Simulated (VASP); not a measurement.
```yaml
crystal:
  lattice:
    - [-1.75263, 1.75263, 4.94268]
    - [1.75263, -1.75263, 4.94268]
    - [1.75263, 1.75263, -4.94268]
  atoms:
    - { symbol: Y, position: [0.00000, 0.00000, 0.00000] }
    - { symbol: Ge, position: [0.30444, 0.30444, 0.00000] }
    - { symbol: Ge, position: [0.69556, 0.69556, 0.00000] }
```

Method: PBEsol GGA, VASP's PBE PAW potentials (set 64) (plane waves; VASP 6.6.1). Numerical set-up: 400 eV cut-off, Gaussian smearing of 0.050 eV, potentials Y_sv Ge_d.

Question: Give the energies of bands 16 to 22 at the high-symmetry points, in eV from the Fermi level.

Answer: 
| band | Γ | X | P | N | M | S | R |
|---|---|---|---|---|---|---|---|
| 16 | -5.13 | -6.85 | -7.05 | -8.92 | -7.30 | -8.15 | -7.45 |
| 17 | -3.46 | -5.09 | -4.86 | -3.25 | -0.75 | -4.35 | -4.44 |
| 18 | -1.11 | -4.58 | -4.86 | -2.78 | -0.46 | -1.76 | -3.73 |
| 19 | -1.11 | -2.61 | -2.06 | -0.36 | -0.46 | -0.13 | -2.76 |
| 20 | -0.10 | -0.62 | -0.32 | 0.81 | -0.33 | 0.60 | -0.48 |
| 21 | 0.99 | 0.92 | 0.15 | 2.53 | 1.47 | 2.86 | 0.66 |
| 22 | 4.48 | 1.14 | 0.15 | 2.98 | 1.73 | 3.27 | 0.80 |

It has no gap at this level: it comes out as a metal or semimetal.

The structure was generated: YGe2 was put into the MoSi2 type (I4/mmm), which need not be its known phase. It was relaxed first. The electron count is odd and the run is not spin-polarised, which forces a metal.
